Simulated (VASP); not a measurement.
The system is SeH2, in a box.

```
Se H
1.0
    12.46107    0.00000    0.00000
     0.00000   12.96107    0.00000
     0.00000    0.00000   13.46107
Se H
1 2
Direct
  0.52598 0.50865 0.45670
  0.51039 0.42384 0.52901
  0.46063 0.57853 0.51928
```

Base run:

| Property | Result |
| --- | --- |
| Program | VASP 6.6.1 |
| Functional | rev-vdW-DF2 |
| Potentials or basis | VASP PAW PBE potentials, release 64 (Se, H) |
| Cutoff | 400 eV |
| k mesh | 1 × 1 × 1 |
| Occupations | gaussian, width 0.01 eV |
| Spin | no spin polarisation |

Its results: gap between the frontier levels 4.61 eV; largest force 0.062 eV/Å.

Q: The run is repeated on the same cell with these changes: functional from rev-vdW-DF2 to PBEsol. What comes out?

A: Gap between the frontier levels 4.84 eV; largest force 0.034 eV/Å.

Caveats: the PAW data sets were made with another functional, which shifts forces and pressure a little.

A k mesh can miss the band edges.

Not every run made on this cell is shown here.
